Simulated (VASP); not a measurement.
These are PBE GGA, VASP's PBE PAW potentials (set 64) (plane waves; VASP) values and carry that method's errors.

Input for VASP

File KPOINTS:
```
Automatic mesh
0
Gamma
8 8 8
0 0 0
```

**INCAR**
```
# general
SYSTEM  = GaAs
PREC    = Normal
ENCUT   = 400
LREAL   = .FALSE.
LASPH   = .TRUE.

# electronic loop
EDIFF   = 1E-5
NELM    = 100
NELMIN  = 4
ALGO    = Fast
LMAXMIX = 4

# smearing
ISMEAR  = 0
SIGMA   = 0.05

# functional
GGA     = PE

# ions
IBRION  = 2
NSW     = 20
ISIF    = 2
EDIFFG  = -0.03

# output
LWAVE   = .FALSE.
LCHARG  = .FALSE.
```

### POSCAR
```
GaAs
1
   -0.0000000000     2.8802931691     2.8802931691
    2.8802931691    -0.0000000000     2.8802931691
    2.8802931691     2.8802931691    -0.0000000000
Ga As
1 1
Direct
  0.0000000000   0.0000000000   0.0000000000
  0.2500000000   0.2500000000   0.2500000000
```

POTCAR, in this order: Ga As (PBE.64 set). Program: vasp_std.

What VASP printed:

**OSZICAR**
```
       N       E                     dE             d eps       ncg     rms          rms(c)
DAV:   1     0.140618941115E+02    0.14062E+02   -0.30222E+03   464   0.691E+02
DAV:   2    -0.799709683207E+01   -0.22059E+02   -0.21893E+02   672   0.877E+01
DAV:   3    -0.844080144759E+01   -0.44370E+00   -0.44370E+00   584   0.164E+01
DAV:   4    -0.844200927663E+01   -0.12078E-02   -0.12078E-02   688   0.928E-01
DAV:   5    -0.844200978690E+01   -0.51027E-06   -0.51027E-06   584   0.169E-02    0.359E+00
RMM:   6    -0.831032780080E+01    0.13168E+00   -0.11184E-01   464   0.193E+00    0.210E+00
RMM:   7    -0.828414450535E+01    0.26183E-01   -0.94564E-02   464   0.194E+00    0.547E-01
RMM:   8    -0.828320653295E+01    0.93797E-03   -0.87952E-03   464   0.749E-01    0.710E-02
RMM:   9    -0.828331314667E+01   -0.10661E-03   -0.98570E-04   465   0.262E-01    0.509E-02
RMM:  10    -0.828338161914E+01   -0.68472E-04   -0.21162E-04   464   0.129E-01    0.134E-02
RMM:  11    -0.828338095815E+01    0.66100E-06   -0.40848E-05   416   0.537E-02
   1 F= -.82833810E+01 E0= -.82833734E+01  d E =-.828338E+01
```

OUTCAR:
```
------------------------ aborting loop because EDIFF is reached ----------------------------------------
  FORCE on cell =-STRESS in cart. coord.  units (eV):
  Direction    XX          YY          ZZ          XY          YZ          ZX
  --------------------------------------------------------------------------------------
  Total        0.0065242      0.0065242      0.0065242      0.0000000      0.0000000     -0.0000000
  in kB        0.2187240      0.2187240      0.2187240      0.0000000      0.0000000     -0.0000000
  external PRESSURE =       0.2187240 kB  Pullay stress =       0.0000000 kB
  volume of cell :       47.79
      direct lattice vectors                 reciprocal lattice vectors
     0.000000000  2.880293169  2.880293169    -0.173593440  0.173593440  0.173593440
     2.880293169  0.000000000  2.880293169     0.173593440 -0.173593440  0.173593440
     2.880293169  2.880293169  0.000000000     0.173593440  0.173593440 -0.173593440
  FREE ENERGIE OF THE ION-ELECTRON SYSTEM (eV)
  ---------------------------------------------------
  free  energy   TOTEN  =        -8.2833809581 eV

  energy  without entropy=       -8.2833658139  energy(sigma->0) =       -8.28337339

 reached required accuracy - stopping structural energy minimisation
```
(Selected blocks of OUTCAR.)

The structure comes from a computed database's GaAs entry (F-43m); how it stands against other phases isn't given here. It was relaxed first.
